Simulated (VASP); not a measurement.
MgVBr2O:

```
Br V Mg O
1.0
     3.97897    0.00000    0.00000
     0.00032    4.34448    0.00000
     1.96351    2.12933    7.17713
Br V Mg O
2 1 1 1
Direct
  0.37446 0.87520 0.25465
  0.62554 0.12480 0.74535
  0.00000 0.00000 0.00000
  0.50000 0.50000 0.00000
  0.00000 0.50000 0.00000
```

The cell comes from a database or a generator and needn't be the stable form of this composition.

```yaml
Program: VASP 6.6.1
Task: single point
Functional: PBE
Potentials_or_basis: VASP PAW PBE potentials, release 64 (Br, V_sv, Mg, O)
Cutoff: 520 eV
k_mesh: 7 × 7 × 4
Occupations: fermi-dirac, width 0.05 eV
Spin: collinear spin, ferromagnetic start
Starting_moments: "[0.0, 0.0, 2.0, 0.0, 0.0] μB"
```

On this cell: pressure -1.7 GPa; largest force 0.275 eV/Å; net moment 3.00 μB per cell; site moments Br -0.01; V +2.57; Mg +0.01; O +0.05 μB; band gap on the k mesh 0.41 eV, indirect (least direct gap 0.54 eV).

The same run follows on a disturbed copy (atoms moved at random, drawn with an rms of 0.05 Å):

```
Br V Mg O
1.0
     3.97897    0.00000    0.00000
     0.00032    4.34448    0.00000
     1.96351    2.12933    7.17713
Br V Mg O
2 1 1 1
Direct
  0.37556 0.88072 0.25526
  0.61964 0.12381 0.74505
  0.01109 0.00553 0.99269
  0.49842 0.49927 0.99894
  0.00866 0.49619 0.99385
```

Problem. What does the disturbed cell give?

Solution. The energy moves by +5.2 meV/atom; pressure -1.7 GPa; largest force 0.455 eV/Å; net moment 3.00 μB per cell; site moments Br -0.01; V +2.57; Mg +0.01; O +0.05 μB; band gap on the k mesh 0.40 eV, indirect (least direct gap 0.53 eV).

Forces on the atoms (eV/Å):
```
Br   0.030 -0.059 -0.450
Br   0.168 -0.017  0.100
V   -0.237 -0.177  0.235
Mg   0.430  0.037  0.058
O   -0.391  0.216  0.058
```

Stress tensor (GPa, compression positive):
```
-2.13  0.00 -0.29
 0.00 -1.57 -0.09
-0.29 -0.09 -1.32
```

Caveats: an odd mesh through Γ misses points on the zone boundary, where band edges often lie.
